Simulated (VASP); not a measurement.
# TiC (Khamrabaevite) with LDA: from relaxation to properties, part 2 of 2

Aim: relax TiC (Khamrabaevite), then compute properties on the relaxed cell. The start is a cell from a database of measured crystal structures.

VASP 6.6.1; LDA; plane waves and PAW (Ti_sv, C).

So far. Step 13 (Volume scan with LDA, volume scale 1.06): The run ends at a pressure of -14.62 GPa. Step 14 (Fit for LDA): The fitted volume lies +0.05 % from the relaxed one.

## Step 15: Volume scan with LDA, volume scale 0.94 (run 2)

This step: LDA; plane waves and PAW (Ti_sv, C) (VASP 6.6.1).

INCAR reads:

```
SYSTEM = TiC
PREC = Accurate
ENCUT = 520
EDIFF = 1E-06
NELM = 100
ISMEAR = 0
SIGMA = 0.05
LREAL = .FALSE.
ALGO = Normal
GGA = CA
NBANDS = 14
LASPH = .TRUE.
LORBIT = 11
LWAVE = .FALSE.
LCHARG = .FALSE.
KPAR = 2
ISIF = 2
```

POSCAR reads:

```
TiC
1.0
    0.0000000000      2.0887625700      2.0887625700
    2.0887625700      0.0000000000      2.0887625700
    2.0887625700      2.0887625700      0.0000000000
Ti C
1 1
Direct
    0.0000000000      0.0000000000      0.0000000000
    0.5000000000      0.5000000000      0.5000000000
```

KPOINTS reads:

```
Automatic mesh
0
Gamma
11 11 11
0 0 0
```

Potentials, in the order of the species: Ti_sv and C (LDA family, release 64).

The run is started by

```sh
$ mpirun -np 2 vasp_std
```

Run time: 3.4 s. Hardware: 2 MPI ranks of Intel Xeon 6975P-C (Granite Rapids), shared host; peak memory 0.25 GiB; 5.9 s of CPU time.

The pressure here is 19.64 GPa.

The run ends at a pressure of 19.64 GPa.

## Step 16: Volume scan with LDA, volume scale 0.96 (run 2)

INCAR is that of step 15.

POSCAR reads:

```
TiC
1.0
    0.0000000000      2.1034726502      2.1034726502
    2.1034726502      0.0000000000      2.1034726502
    2.1034726502      2.1034726502      0.0000000000
Ti C
1 1
Direct
    0.0000000000      0.0000000000      0.0000000000
    0.5000000000      0.5000000000      0.5000000000
```

KPOINTS is that of step 15.

The run is started by

```sh
$ mpirun -np 2 vasp_std
```

The job ended after 3.6 s (2 MPI ranks; peak memory 0.24 GiB; 6 s of CPU time).

The pressure falls from 19.64 to 12.44 GPa.

The run ends at a pressure of 12.44 GPa.

## Step 17: Volume scan with LDA, volume scale 0.98 (run 2)

INCAR is that of step 16.

POSCAR reads:

```
TiC
1.0
    0.0000000000      2.1179798165      2.1179798165
    2.1179798165      0.0000000000      2.1179798165
    2.1179798165      2.1179798165      0.0000000000
Ti C
1 1
Direct
    0.0000000000      0.0000000000      0.0000000000
    0.5000000000      0.5000000000      0.5000000000
```

KPOINTS is that of step 16.

The run is started by

```sh
$ mpirun -np 2 vasp_std
```

Wall time 3.4 s (2 MPI ranks); peak memory 0.24 GiB; 5.8 s of CPU time.

The pressure falls from 12.44 to 5.91 GPa.

The run ends at a pressure of 5.91 GPa.

## Step 18: Volume scan with LDA, volume scale 1 (run 2)

INCAR is that of step 17.

POSCAR reads:

```
TiC
1.0
    0.0000000000      2.1322909251      2.1322909251
    2.1322909251      0.0000000000      2.1322909251
    2.1322909251      2.1322909251      0.0000000000
Ti C
1 1
Direct
    0.0000000000      0.0000000000      0.0000000000
    0.5000000000      0.5000000000      0.5000000000
```

KPOINTS is that of step 17.

The run is started by

```sh
$ mpirun -np 2 vasp_std
```

Elapsed: 3.4 s, on 2 MPI ranks; peak memory 0.24 GiB.

The pressure falls from 5.91 to 0.02 GPa.

The run ends at a pressure of 0.02 GPa.

## Step 19: Volume scan with LDA, volume scale 1.02 (run 2)

INCAR is that of step 18.

POSCAR reads:

```
TiC
1.0
    0.0000000000      2.1464124686      2.1464124686
    2.1464124686      0.0000000000      2.1464124686
    2.1464124686      2.1464124686      0.0000000000
Ti C
1 1
Direct
    0.0000000000      0.0000000000      0.0000000000
    0.5000000000      0.5000000000      0.5000000000
```

KPOINTS is that of step 18.

The run is started by

```sh
$ mpirun -np 2 vasp_std
```

Run time: 3.6 s. Hardware: 2 MPI ranks; peak memory 0.24 GiB; 6.1 s of CPU time.

The pressure falls from 0.02 to -5.30 GPa.

The run ends at a pressure of -5.30 GPa.

## Step 20: Volume scan with LDA, volume scale 1.04 (run 2)

INCAR is that of step 19.

POSCAR reads:

```
TiC
1.0
    0.0000000000      2.1603506024      2.1603506024
    2.1603506024      0.0000000000      2.1603506024
    2.1603506024      2.1603506024      0.0000000000
Ti C
1 1
Direct
    0.0000000000      0.0000000000      0.0000000000
    0.5000000000      0.5000000000      0.5000000000
```

KPOINTS is that of step 19.

The run is started by

```sh
$ mpirun -np 2 vasp_std
```

Run time: 3.4 s. Hardware: 2 MPI ranks; peak memory 0.25 GiB; 5.8 s of CPU time.

The pressure falls from -5.30 to -10.17 GPa.

The run ends at a pressure of -10.17 GPa.

## Step 21: Volume scan with LDA, volume scale 1.06 (run 2)

INCAR is that of step 20.

POSCAR reads:

```
TiC
1.0
    0.0000000000      2.1741111684      2.1741111684
    2.1741111684      0.0000000000      2.1741111684
    2.1741111684      2.1741111684      0.0000000000
Ti C
1 1
Direct
    0.0000000000      0.0000000000      0.0000000000
    0.5000000000      0.5000000000      0.5000000000
```

KPOINTS is that of step 20.

The run is started by

```sh
$ mpirun -np 2 vasp_std
```

Run time: 3.4 s. Hardware: 2 MPI ranks; peak memory 0.25 GiB; 5.9 s of CPU time.

The pressure falls from -10.17 to -14.62 GPa.

The run ends at a pressure of -14.62 GPa.

## Step 22: Side by side

Times are for 2 MPI ranks of Intel Xeon 6975P-C (Granite Rapids), shared host. The runs compared:

```csv
no.,volume scale,energy above the lowest point (meV/atom),pressure (GPa),time,memory (GiB)
1,0.94,34.35,19.64,3.4 s,0.24
2,0.94,34.35,19.64,3.4 s,0.25
3,0.96,14.86,12.44,3.6 s,0.25
4,0.96,14.86,12.44,3.6 s,0.24
5,0.98,3.67,5.913,3.4 s,0.24
6,0.98,3.67,5.913,3.4 s,0.24
7,1,0,0.02060,3.4 s,0.24
8,1,0,0.02060,3.4 s,0.24
9,1.02,3.13,-5.297,3.6 s,0.24
10,1.02,3.13,-5.297,3.6 s,0.24
11,1.04,12.42,-10.17,3.4 s,0.25
12,1.04,12.42,-10.17,3.4 s,0.25
13,1.06,27.28,-14.62,3.4 s,0.25
14,1.06,27.28,-14.62,3.4 s,0.25
```

## Step 23: Fit for LDA

This step: Birch-Murnaghan fit, LDA; plane waves and PAW (VASP 6.6.1).

No new run; the numbers come from the runs before.

Energy above the fitted minimum against volume:

```csv
volume (Å³/atom),energy above the fitted minimum (eV/atom)
9.113,0.0344
9.307,0.0149
9.501,0.00367
9.695,8.3e-7
9.889,0.00313
10.083,0.0124
10.277,0.0273
```

The fitted volume lies +0.05 % from the relaxed one.

## Step 24: Vibrations at Γ (LDA)

This step: LDA; plane waves and PAW (Ti_sv, C) (VASP 6.6.1).

Zone-centre modes test whether the atoms sit at a minimum within this cell. IBRION = 8 takes the force constants from linear response, which needs tightly converged orbitals.

INCAR reads:

```
SYSTEM = TiC
PREC = Accurate
ENCUT = 520
EDIFF = 1E-08
NELM = 100
ISMEAR = 1
SIGMA = 0.2
LREAL = .FALSE.
ALGO = Normal
GGA = CA
NBANDS = 14
LASPH = .TRUE.
LORBIT = 11
LWAVE = .FALSE.
LCHARG = .FALSE.
KPAR = 2
IBRION = 8
ISIF = 2
```

POSCAR reads:

```
TiC
1.0
    0.0000000000      2.1322909251      2.1322909251
    2.1322909251      0.0000000000      2.1322909251
    2.1322909251      2.1322909251      0.0000000000
Ti C
1 1
Direct
    0.0000000000      0.0000000000      0.0000000000
    0.5000000000      0.5000000000      0.5000000000
```

KPOINTS reads:

```
Automatic mesh
0
Gamma
16 16 16
0 0 0
```

The run is started by

```sh
$ mpirun -np 2 vasp_std
```

Wall time 72 s (2 MPI ranks); peak memory 0.67 GiB.

Energies printed during the response cycles are not total energies of the cell.

This step gave:

- irreducible k-points: 145
- pressure of the cell: -0.02993 GPa
- largest force of the cell: 0 eV/Å
- Fermi energy: 9.782 eV

The modes at Γ (shares of kinetic energy by element, %):

```csv
mode,frequency (cm⁻¹),symmetry,Ti %,C %
1,-0.4,acoustic,80,20
2,-0.4,acoustic,80,20
3,-0.4,acoustic,80,20
4,554.7,T1u,20,80
5,554.7,T1u,20,80
6,554.7,T1u,20,80
```

Displacements in mode 5 (554.7 cm⁻¹), the largest set to 1:
```
Ti1  0.00  0.00 -0.25
C2   0.00  0.00  1.00
```

The three acoustic modes lie within 0.4 cm⁻¹ of zero, and all others are real. By the characters of their eigenvectors the optical modes sort into (cm⁻¹) infrared active: T1u 555.

## Step 25: Results

```
relaxed volume                            : 9.695 Å³/atom
relaxed conventional cell a, b, c         : 4.265, 4.265, 4.265 Å
space group after relaxing, within 0.02 Å : Fm-3m (No. 225)
band gap                                  : none, a metal
DOS at the Fermi level                    : 0.251 states/eV/cell
bulk modulus from the fit                 : 280 GPa
volume from the fit                       : 9.70 Å³/atom
highest zone-centre mode                  : 555 cm⁻¹
```

What this shows: With LDA, TiC (Khamrabaevite) relaxes to 9.695 Å³/atom in space group Fm-3m (held by the symmetry of the run), comes out as a metal and has a bulk modulus of 280 GPa. Against the listed cell the volume lies -4.3 %. Band structure (LDA): Of the bands kept, 4 cross the Fermi level on this path. Vibrations at Γ (LDA): The highest mode in this list at Γ, 554.7 cm⁻¹, is mostly motion of C (80 % of the kinetic energy). Modes at Γ alone can't show that the crystal is stable at other wave vectors. No search among competing phases was made, and a listed structure need not be the one stable at ambient conditions. All values are for a static lattice at zero temperature.

[Lines on the potential files, build, host, timing and source positions are cut from VASP's logs without a mark.]

[Logs are printed without paths, hosts, clocks, repeated set-up lines and the standing remarks that a program may print on its own settings, such as how far it seeks lower states.]

[Hosts, paths, dates, database ids (printed as entryN), source tags and the programs' standing remarks are cut or masked in the printed files.]

[A measured line is paired with the nearest computed mode of its activity, which favours agreement.]
